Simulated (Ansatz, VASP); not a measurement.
## Cross-check of SiSeS (1T-SiSSe monolayer) between VASP and Ansatz

Wanted: the spread between two codes on one cell, functional and k mesh. The cell is taken from a series of runs on this material, whose earlier steps may have relaxed, scaled, displaced or heated it; both programs get it as it stands.

Main program and level: Ansatz 0.2.0; plane waves, with VASP 6.6.1 beside it; single point at PBE with D3(BJ).

## Step 1: Starting point

The cell holds 3 atoms: 1 Se, 1 Si and 1 S. Its edges and angles: a = 3.375 Å, b = 3.375 Å, c = 20.761 Å, α = 90.0°, β = 90.0°, γ = 120.0°. Vacuum lies along c.

Structure file:

```xyz
3
Lattice="3.3747 0.0000 0.0000 -1.6874 2.9226 0.0000 0.0000 0.0000 20.7608" Properties=species:S:1:pos:R:3
Se    1.6874    0.9742    9.0000
Si   -1.6874    2.9226   10.4574
S     0.0000    1.9484   11.7608
```

## Step 2: VASP: single point, PBE with D3(BJ)

With cell and atoms fixed, the geometry can't cause a difference; cores, projectors, grids and the points listed under the comparison can.

Lines of VASP's logs that name or quote its potential files are left out, and so is its time.

File INCAR:

```
SYSTEM = SiSeS
PREC = Accurate
ENCUT = 400
EDIFF = 1E-06
NELM = 120
ISMEAR = -1
SIGMA = 0.02585
LREAL = .FALSE.
ALGO = Normal
GGA = PE
IVDW = 12
NBANDS = 14
LORBIT = 11
LWAVE = .FALSE.
LCHARG = .FALSE.
ISIF = 2
LDIPOL = .TRUE.
IDIPOL = 3
DIPOL = 0.5 0.5 0.501
LVHAR = .TRUE.
LASPH = .TRUE.
GGA_COMPAT = .FALSE.
EFERMI = MIDGAP
NELMDL = -8
```

File POSCAR:

```
SiSeS
1.0
    3.3747071612      0.0000000000      0.0000000000
   -1.6873535806      2.9225821320      0.0000000000
    0.0000000000      0.0000000000     20.7608257083
Se Si S
1 1 1
Direct
    0.6666666667      0.3333333333      0.4335087692
    0.0000000000      1.0000000000      0.5037062252
    0.3333333334      0.6666666666      0.5664912308
```

File KPOINTS:

```
Automatic mesh
0
Gamma
18 18 1
0 0 0
```

The projector-augmented-wave data sets are Se, Si and S (PBE family, release 64).

Run with:

```sh
$ mpirun -np 1 vasp_std
```

Numbers of over 12 decimals in the logs are rounded to 6 here.

Log:

```text
[banner, memory and clock lines left out]
running    1 mpi-ranks, on    1 nodes
 distrk:  each k-point on    1 cores,    1 groups
 distr:  one band on    1 cores,    1 groups

 POSCAR found type information on POSCAR SeSiS
 POSCAR found :  3 types and       3 ions
 LDA part: xc-table for (Slater+PW92), standard interpolation
 POSCAR, INCAR and KPOINTS ok, starting setup
 FFT: planning ... GRIDC
 FFT: planning ... GRID_SOFT
 FFT: planning ... GRID
 WAVECAR not read
 entering main loop
       N       E                     dE             d eps       ncg     rms          rms(c)
DAV:   1     0.104350512372E+03    0.10435E+03   -0.44445E+03  1036   0.664E+02
DAV:   2    -0.278433656303E+01   -0.10713E+03   -0.96765E+02  1722   0.141E+02
DAV:   3    -0.141942188231E+02   -0.11410E+02   -0.11125E+02  1372   0.567E+01
DAV:   4    -0.144808119378E+02   -0.28659E+00   -0.28525E+00  1372   0.107E+01
DAV:   5    -0.144894429511E+02   -0.86310E-02   -0.86295E-02  1452   0.188E+00
DAV:   6    -0.144897235726E+02   -0.28062E-03   -0.28062E-03  1508   0.329E-01
DAV:   7    -0.144897325678E+02   -0.89951E-05   -0.89951E-05  1546   0.528E-02
DAV:   8    -0.144897328430E+02   -0.27528E-06   -0.27542E-06  1252   0.814E-03    0.902E+00
DAV:   9    -0.143136443483E+02    0.17609E+00   -0.21325E-01  1396   0.283E+00    0.536E+00
DAV:  10    -0.142790802475E+02    0.34564E-01   -0.22250E-01  1408   0.275E+00    0.103E+00
DAV:  11    -0.142763946221E+02    0.26856E-02   -0.17981E-02  1420   0.883E-01    0.529E-01
DAV:  12    -0.142752135761E+02    0.11810E-02   -0.39838E-03  1474   0.379E-01    0.166E-01
DAV:  13    -0.142752200545E+02   -0.64784E-05   -0.50620E-04  1330   0.146E-01    0.478E-02
DAV:  14    -0.142751669670E+02    0.53088E-04   -0.92429E-05  1432   0.596E-02    0.251E-02
DAV:  15    -0.142752102731E+02   -0.43306E-04   -0.25891E-05  1330   0.272E-02    0.155E-02
DAV:  16    -0.142753846413E+02   -0.17437E-03   -0.45790E-05  1288   0.313E-02    0.138E-02
DAV:  17    -0.142754450313E+02   -0.60390E-04   -0.36216E-06  1372   0.964E-03    0.592E-03
DAV:  18    -0.142755191195E+02   -0.74088E-04   -0.76531E-06  1300   0.109E-02    0.354E-03
DAV:  19    -0.142755387976E+02   -0.19678E-04   -0.51899E-07  1180   0.345E-03    0.152E-03
DAV:  20    -0.142755649039E+02   -0.26106E-04   -0.67991E-07  1164   0.303E-03    0.202E-03
DAV:  21    -0.142755706111E+02   -0.57071E-05   -0.70164E-08  1136   0.124E-03    0.333E-04
DAV:  22    -0.142755750827E+02   -0.44716E-05   -0.36979E-07   970   0.165E-03    0.438E-04
DAV:  23    -0.142755756076E+02   -0.52498E-06   -0.23770E-08  1130   0.599E-04
   1 F= -.15072307E+02 E0= -.15072307E+02  d E =-.125585E-06
```

Parts of OUTCAR (step 2):

```text
ion  position               nearest neighbor table
   1  0.667  0.333  0.434-   2 2.43   2 2.43   2 2.43
   2  0.000  0.000  0.504-   3 2.34   3 2.34   3 2.34   1 2.43   1 2.43   1 2.43
   3  0.333  0.667  0.566-   2 2.34   2 2.34   2 2.34

  LATTYP: Found a hexagonal cell.
 ALAT       =     3.3747071612
 C/A-ratio  =     6.1518895467

 Subroutine GETGRP returns: Found  6 space group operations
 (whereof  6 operations were pure point group operations)

The static configuration has the point symmetry C_3v.

 Found     37 irreducible k-points:

   k-points           NKPTS =     37   k-points in BZ     NKDIM =     37   number of bands    NBANDS=     14

   dimension x,y,z NGX =    24 NGY =   24 NGZ =  140
   dimension x,y,z NGXF=    48 NGYF=   48 NGZF=  280

   ENCUT  =  400.0 eV  29.40 Ry    5.42 a.u.   5.50  5.50 33.86*2*pi/ulx,y,z

   NELECT =      16.0000    total number of electrons

 k-points in reciprocal lattice and weights: Automatic mesh
   0.00000000  0.00000000  0.00000000       0.003
   0.05555556  0.00000000  0.00000000       0.019
   0.11111111  0.00000000  0.00000000       0.019
   0.16666667  0.00000000  0.00000000       0.019
   0.22222222  0.00000000  0.00000000       0.019
   0.27777778  0.00000000  0.00000000       0.019
   0.33333333  0.00000000  0.00000000       0.019
   0.38888889  0.00000000  0.00000000       0.019
   0.44444444  0.00000000  0.00000000       0.019
[...]
0.33333333  0.27777778  0.00000000       0.037
   0.33333333  0.33333333  0.00000000       0.006

 dipolmoment           0.000000      0.000000      0.016587 electrons x Angstroem

 average (electrostatic) potential at core
       1 -60.3257       2 -92.7619       3 -93.9276

 E-fermi :  -2.2920

 k-point     1 :       0.0000    0.0000    0.0000
  band No.  band energies     occupation
    ...
      4      -4.2931      2.00000
      5      -3.8771      2.00000
      6      -3.8771      2.00000
      7      -2.6544      2.00000
      8      -2.6544      2.00000
      9       0.1247      0.00000
     10       1.3349      0.00000
     11       1.9249      0.00000
     12       1.9249      0.00000
     13       2.4821      0.00000
    ...

 k-point     2 :       0.0556    0.0000    0.0000
  band No.  band energies     occupation
    ...
      4      -4.3237      2.00000
      5      -4.1857      2.00000
      6      -4.0010      2.00000
      7      -2.9443      2.00000
      8      -2.6324      2.00000
      9       0.3593      0.00000
     10       1.5676      0.00000
     11       1.8646      0.00000
     12       2.0085      0.00000
     13       2.6132      0.00000
    ...

 k-point     3 :       0.1111    0.0000    0.0000
  band No.  band energies     occupation
    ...
      4      -5.0829      2.00000
      5      -4.2970      2.00000
      6      -4.2023      2.00000
      7      -3.6055      2.00000
      8      -2.6265      2.00000
      9       0.6163      0.00000
     10       1.6014      0.00000
     11       2.2531      0.00000
     12       2.3452      0.00000
     13       2.9182      0.00000
    ...

 Edisp (eV)   -0.79673

  Total      -0.02148    -0.02148    -0.00557     0.00000    -0.00000     0.00000
  in kB      -0.16805    -0.16805    -0.04359     0.00000    -0.00000     0.00000
  external pressure =       -0.13 kB  Pullay stress =        0.00 kB

  energy-cutoff  :      400.00
  volume of cell :      204.76
      direct lattice vectors                 reciprocal lattice vectors
     3.374707161  0.000000000  0.000000000     0.296322007  0.171081591  0.000000000
    -1.687353581  2.922582132  0.000000000     0.000000000  0.342163181  0.000000000
     0.000000000  0.000000000 20.760825708     0.000000000  0.000000000  0.048167641

 POSITION                                       TOTAL-FORCE (eV/Angst)
 -----------------------------------------------------------------------------------
      1.68735      0.97419      9.00000         0.000000      0.000000     -0.021417
      0.00000      0.00000     10.45736         0.000000     -0.000000      0.033985
      0.00000      1.94839     11.76083        -0.000000     -0.000000     -0.012568
 -----------------------------------------------------------------------------------
    total drift:                               -0.000000      0.000000     -0.000168

  FREE ENERGIE OF THE ION-ELECTRON SYSTEM (eV)
  ---------------------------------------------------
  free  energy   TOTEN  =       -15.0723066508 eV

  energy  without entropy=      -15.0723065252  energy(sigma->0) =      -15.07230659

 vacuum level on the upper side and lower side of the slab         3.243         2.938

 total charge
# of ion       s       p       d       tot
------------------------------------------
    1        1.479   2.379   0.050   3.907
    2        0.677   0.774   0.000   1.451
    3        1.356   2.363   0.000   3.719
--------------------------------------------------
tot          3.511   5.516   0.050   9.078

[... 3 further parts left out ...]
```

## Step 3: Ansatz: single point, PBE with D3(BJ)

Ansatz runs on its PAW soft_1 files.

The same cell, functional, mesh and smearing now go to Ansatz, which takes its cutoff from its data sets.

File input.yaml:

```yaml
crystal:
  lattice:
    - [3.3747071612, 0.0, 0.0]
    - [-1.6873535806, 2.922582132, 0.0]
    - [0.0, 0.0, 20.7608257083]
  atoms:
    - { symbol: Se, position: [0.6666666667, 0.3333333333, 0.4335087692] }
    - { symbol: Si, position: [0.0, 0.0, 0.5037062252] }
    - { symbol: S, position: [0.3333333333, 0.6666666667, 0.5664912308] }
kpoints:
  mp_grid: { grid: [18, 18, 1] }
  band_path:
    path: [[0, 0, 0], [0.5, 0, 0], [0.33333333, 0.33333333, 0], [0, 0, 0]]
    npoints: 16
hamiltonian:
  xc: pbe
  dispersion: d3bj
  pseudopotentials: { kind: paw, azcp: { folder: soft_1 } }
scf:
  occupations: { method: fermi_dirac, width: 0.02585 }
  convergence: { dr2_threshold: 1.0e-10 }
efield:
  axis: 3
  dipole_correction: true
  ramp_position: 0.97
  ramp_width: 0.06
  amplitude: 0
output:
  dos: { projected: true, e_range: [-6, 5] }
  write_potential: true
  write_density: true
  volumetric_format: npy
  elf: true
```

Run with:

```sh
$ ansatz run input.yaml --threads 2 --pin off --max-ram 3072MiB --backend cpu --events-out ev --progress --plain --runs-dir out
```

Log:

```text
Engine: ansatz 0.2.0, aarch64-unknown-linux-gnu
Pseudopotentials: kind: paw
Pseudopotential: Se, paw, valence charge 16, recommended cutoff 420 eV (normal), soft_1/Se.paw.azcp
Pseudopotential: Si, paw, valence charge 4, recommended cutoff 420 eV (normal), soft_1/Si.paw.azcp
Pseudopotential: S, paw, valence charge 6, recommended cutoff 420 eV (normal), soft_1/S.paw.azcp
Functional definition: PBE
  parameter kappa = 0.804
  parameter beta = 0.066725
  exchange = pbe_x(kappa = kappa, mu = beta*pi^2/3)
  correlation = pbe_c(beta = beta)
Crystal: 3 atoms, lattice volume = 204.761 Å³
Basis set: ecut = 420 eV, 4017 PW (Γ)
Bands: 17, of which v1, the nominal top of the filled ones, is band 13 counted from 1 (12 counted from 0)
Symmetry: 6 space group operations
Space group: P3m1 (ITA 156), of the structure as read, at distance tolerance 5.9e-5 Å
k-points: 37 of 324 (time reversal used)
Non-local potential: Se, projectors of the file, l = 0: 2, l = 1: 2, l = 2: 3, l = 3: 1
Non-local potential: Si, projectors of the file, l = 0: 2, l = 1: 2, l = 2: 1
Non-local potential: S, projectors of the file, l = 0: 2, l = 1: 2, l = 2: 1
PAW form: soft (Blöchl's): semilocal exchange-correlation on the pseudo side does not see the compensation charge
PAW one-centre angular grid: Se, 590 points (default); XC on 64 Gauss nodes
PAW one-centre angular grid: Si, 110 points (default); XC on 64 Gauss nodes
PAW one-centre angular grid: S, 110 points (default); XC on 64 Gauss nodes
Initial density: superposition of atomic densities (neutral atoms: chi_scale 0, normalization atom)
Initial wavefunctions: pseudopotential atomic-orbital guess
Functional: x = pbe(κ = 0.804, μ = 0.219515), c = pbe(β = 0.066725)
SCF iter   1: F=—  HF=-7009.205737 eV  |F-HF|=—  |Δ(HF+E_count)|=         —  Δρ=2.02e-2  dr2=8.43e-1  ethr=3.10e-3  p=0.000 e·Å  D=1.06e-6 V/Å  ΔV_dip=-0.00 eV  dr2_dipole=8.42e-3  V_vac-E_F(+/−)=6.23/6.23 eV  ⟨swp⟩=11.2  Hψ=5041  notcnv=0
efield: sawtooth ramp at fractional position 0.9700 (set: `efield.ramp_position`, or a place that a band, a saddle search or an elastic batch's reference lends), width 0.0600; the density the first Hamiltonian is built on has a dipole p = 0.000 e·Å; the dipole correction subtracts the counter field D = 1.06e-6 V/Å, which shifts the + side's vacuum level by -0.00 eV against the − side's; the planar-averaged density in the ramp window peaks in size at 8.4e-6 e/Å³
preconditioner: auto → none  [insulator: Δε(μ)=0.840 eV  Ē_g=10.681 eV  σ=0.026 eV  W_gap=1.00  n_scr=12 (ndim 8)  ℏωp=10.4 eV  f_vac=0.678  D(μ)=0.00/eV (n_scr^D=0)  ε∞_Penn≈1.9]
SCF iter   2: F=—  HF=-7009.053579 eV  |F-HF|=—  |Δ(HF+E_count)|=   1.52e-1  Δρ=9.57e-3  dr2=4.33e-1  ethr=3.10e-3  p=-0.069 e·Å  D=-6.10e-2 V/Å  ΔV_dip=1.27 eV  dr2_dipole=8.84e-2  V_vac-E_F(+/−)=6.15/4.88 eV  ⟨swp⟩=3.0  Hψ=1348  notcnv=0
SCF iter   3: F=—  HF=-7009.328646 eV  |F-HF|=—  |Δ(HF+E_count)|=   2.75e-1  Δρ=1.13e-2  dr2=2.36e0  ethr=1.67e-3  p=0.122 e·Å  D=1.08e-1 V/Å  ΔV_dip=-2.24 eV  dr2_dipole=6.13e-1  V_vac-E_F(+/−)=4.12/6.36 eV  ⟨swp⟩=4.8  Hψ=1716  notcnv=0  recentre
SCF iter   4: F=—  HF=-7008.998675 eV  |F-HF|=—  |Δ(HF+E_count)|=   3.30e-1  Δρ=3.62e-3  dr2=2.18e-2  ethr=1.67e-3  p=-0.024 e·Å  D=-2.10e-2 V/Å  ΔV_dip=0.44 eV  dr2_dipole=1.32e-3  V_vac-E_F(+/−)=5.58/5.15 eV  ⟨swp⟩=4.3  Hψ=1386  notcnv=0
SCF iter   5: F=—  HF=-7008.997727 eV  |F-HF|=—  |Δ(HF+E_count)|=   9.48e-4  Δρ=7.07e-4  dr2=3.05e-3  ethr=8.38e-5  p=-0.020 e·Å  D=-1.79e-2 V/Å  ΔV_dip=0.37 eV  dr2_dipole=9.84e-6  V_vac-E_F(+/−)=5.61/5.24 eV  ⟨swp⟩=3.0  Hψ=1224  notcnv=0
SCF iter   6: F=—  HF=-7008.997034 eV  |F-HF|=—  |Δ(HF+E_count)|=   6.93e-4  Δρ=2.87e-4  dr2=1.35e-4  ethr=1.17e-5  p=-0.019 e·Å  D=-1.67e-2 V/Å  ΔV_dip=0.35 eV  dr2_dipole=1.04e-6  V_vac-E_F(+/−)=5.56/5.21 eV  ⟨swp⟩=2.1  Hψ=990  notcnv=0
SCF iter   7: F=—  HF=-7008.997004 eV  |F-HF|=—  |Δ(HF+E_count)|=   3.03e-5  Δρ=1.19e-4  dr2=1.42e-5  ethr=5.18e-7  p=-0.018 e·Å  D=-1.59e-2 V/Å  ΔV_dip=0.33 eV  dr2_dipole=1.14e-7  V_vac-E_F(+/−)=5.56/5.23 eV  ⟨swp⟩=2.8  Hψ=1193  notcnv=0
SCF iter   8: F=—  HF=-7008.997012 eV  |F-HF|=—  |Δ(HF+E_count)|=   7.74e-6  Δρ=4.29e-5  dr2=5.10e-6  ethr=5.47e-8  p=-0.018 e·Å  D=-1.59e-2 V/Å  ΔV_dip=0.33 eV  dr2_dipole=1.95e-8  V_vac-E_F(+/−)=5.56/5.23 eV  ⟨swp⟩=2.4  Hψ=1112  notcnv=0
SCF iter   9: F=—  HF=-7008.997010 eV  |F-HF|=—  |Δ(HF+E_count)|=   2.09e-6  Δρ=7.70e-6  dr2=1.16e-7  ethr=1.96e-8  p=-0.018 e·Å  D=-1.59e-2 V/Å  ΔV_dip=0.33 eV  dr2_dipole=4.35e-9  V_vac-E_F(+/−)=5.56/5.23 eV  ⟨swp⟩=2.9  Hψ=1110  notcnv=0
SCF iter  10: F=—  HF=-7008.997009 eV  |F-HF|=—  |Δ(HF+E_count)|=   2.12e-7  Δρ=2.18e-6  dr2=6.68e-9  ethr=4.48e-10  p=-0.018 e·Å  D=-1.59e-2 V/Å  ΔV_dip=0.33 eV  dr2_dipole=5.63e-11  V_vac-E_F(+/−)=5.56/5.23 eV  ⟨swp⟩=2.0  Hψ=1110  notcnv=0
SCF iter  11: F=—  HF=-7008.997009 eV  |F-HF|=—  |Δ(HF+E_count)|=   1.78e-9  Δρ=6.07e-7  dr2=1.90e-9  ethr=2.57e-11  p=-0.018 e·Å  D=-1.60e-2 V/Å  ΔV_dip=0.33 eV  dr2_dipole=2.21e-10  V_vac-E_F(+/−)=5.56/5.23 eV  ⟨swp⟩=2.8  Hψ=1214  notcnv=0
SCF iter  12: F=—  HF=-7008.997009 eV  |F-HF|=—  |Δ(HF+E_count)|=  3.19e-10  Δρ=1.38e-7  dr2=2.04e-10  ethr=7.31e-12  p=-0.018 e·Å  D=-1.60e-2 V/Å  ΔV_dip=0.33 eV  dr2_dipole=4.70e-11  V_vac-E_F(+/−)=5.56/5.23 eV  ⟨swp⟩=2.1  Hψ=808  notcnv=0
SCF iter  13: F=—  HF=-7008.997009 eV  |F-HF|=—  |Δ(HF+E_count)|=  1.36e-11  Δρ=1.17e-7  dr2=2.80e-10  ethr=1.00e-12  p=-0.018 e·Å  D=-1.60e-2 V/Å  ΔV_dip=0.33 eV  dr2_dipole=7.79e-11  V_vac-E_F(+/−)=5.56/5.23 eV  ⟨swp⟩=3.5  Hψ=1650  notcnv=0
SCF iter  14: F=-7008.997009 eV  HF=-7008.997009 eV  |F-HF|=3.64e-11  |Δ(HF+E_count)|=  2.46e-11  Δρ=4.88e-8  dr2=4.32e-11  ethr=1.00e-12  p=-0.018 e·Å  D=-1.60e-2 V/Å  ΔV_dip=0.33 eV  dr2_dipole=1.21e-11  V_vac-E_F(+/−)=5.56/5.23 eV  ⟨swp⟩=1.1  Hψ=1470  notcnv=0
SCF 1 converged in 14 iterations: F = -7008.997009 eV  dr2 = 4.32e-11
  greatest PAW one-centre occupation: 1.000 electrons in one spin orbital (limit 2), on the Se atom at site 0 (counted from 0), in its partial waves of l = 2
NSCF: frozen V_eff on 49 k-points
efield: sawtooth ramp at fractional position 0.9700 (kept from the solve that this one continues, or follows in the run), width 0.0600; the density the first Hamiltonian is built on has a dipole p = -0.018 e·Å; the dipole correction subtracts the counter field D = -1.60e-2 V/Å, which shifts the + side's vacuum level by +0.33 eV against the − side's; the planar-averaged density in the ramp window peaks in size at 8.5e-6 e/Å³
WARN: The output density's exchange-correlation potential varies sharply where the density is thin. Do not read a vacuum level from v_tot or v_xc, or from such a field of the output density. On a cell that repeats whose density bears no net charge and no dipole along the vacuum's axis use v_es (v_loc + v_h of the components); under efield.dipole_correction with no amplitude use v_es + v_field, which holds any externa [...]
SCF converged after 14 iterations
Free energy (F): -7008.997009 eV
Harris-Foulkes:  -7008.997009 eV  (|F-HF|=3.64e-11)
Internal energy: -7008.997009 eV  (E = F + TS)
E sigma→0 (E₀):  -7008.997009 eV
Entropy (-TS):   -0.000000 eV (-0.000 meV/atom)
Fermi energy:    -1.630191 eV
Dipole field:    D = -0.015948 V/Å  (p = -0.018046 e·Å, saw-weighted, corrected)
Work function:   Φ+ = 5.5576 eV   Φ− = 5.2265 eV
Levels:          The Fermi level and band energies are counted from a zero that moves with the ramp; work functions are not
--- Per-component energies (eV) ---
  E_band       = -614.862837
  E_kinetic    = 261.252111
  E_local      = -16292.443076  (includes V_loc(G=0)·N_el)
  E_nonlocal   = -299.633071
  E_hartree    = 8068.868310
  E_xc         = -231.721618
  E_vxc        = -222.668318  (∫ρ·V_xc dr)
  E_paw        = -3249.701307  (= ΣΔE_a)
  E_vpaw       = -198.891494  (= ΣTr[D̂ρ^β])
  E_aug_tail   = -0.000309  (compensation charges beyond the density's cutoff)
  E_efield     = 0.000144  (sawtooth field / dipole correction)
  E_vefield    = -0.214950  (∫n·V_field dr)
  E_ewald      = 4735.178598
  E_disp       = -0.796792  (pairwise vdW)
  E_smearing   = -0.000000  (= −TS)
  E_closure    = -0.000000  (closes the sum)
  Σ components = -7008.997009   (vs F -7008.997009, Δ=0.00e0)
--- Band table (eV; the first three rows and the last of 37) ---
  k-point 0: bands = [... 9 lower, -3.2153, -3.2153, -1.9945, -1.9945, 0.7754, 1.9933, 2.5823, 2.5823]
  k-point 1: bands = [... 9 lower, -3.5208, -3.3391, -2.2837, -1.9725, 1.0107, 2.2257, 2.5220, 2.6658]
  k-point 2: bands = [... 9 lower, -3.6348, -3.5351, -2.9443, -1.9665, 1.2716, 2.2595, 2.9101, 2.9999]
  k-point 36: bands = [... 9 lower, -6.9345, -6.6414, -3.5310, -3.3177, 0.3174, 3.6872, 3.8675, 4.9065]
```

## Step 4: Comparison

Known differences besides the potentials themselves: the data sets hold 26 valence electrons in Ansatz (on its PAW soft_1 files) and 16 in VASP; the cutoff is 420 eV in Ansatz and 400 eV in VASP. Total energies have different zeros and are not compared.

The two programs side by side:

```
              quantity  Ansatz   VASP  difference
gap on the k mesh (eV)   0.638  0.635      +0.004
```

A gap on the mesh is an upper bound, since the band edges may lie between its points. With vacuum in the cell, a pressure given here is an average over mostly empty space and none of the material.

## Step 5: What came out

| Quantity | Value |
| --- | --- |
| difference in gap on the k mesh (single point, PBE with D3(BJ)) | 0.0037 eV |

What this shows: The difference in gap on the k mesh is 0.0037 eV (single point, PBE with D3(BJ)), within the 0.08 eV picked in this series as the mark of a large difference. The data sets hold unlike numbers of valence electrons (26 in Ansatz and 16 in VASP), so part of the differences comes from the potentials. Such differences can come from data sets, numerical settings and the points named under the comparisons, not from the functional's error against experiment.

[Lines on the potential files, build, host, timing and source positions are cut from VASP's logs without a mark.]

[Logs are printed without paths, hosts, clocks, repeated set-up lines and the standing remarks that a program may print on its own settings, such as how far it seeks lower states.]

[Hosts, paths, dates, database ids (printed as entryN), source tags and the programs' standing remarks are cut or masked in the printed files.]
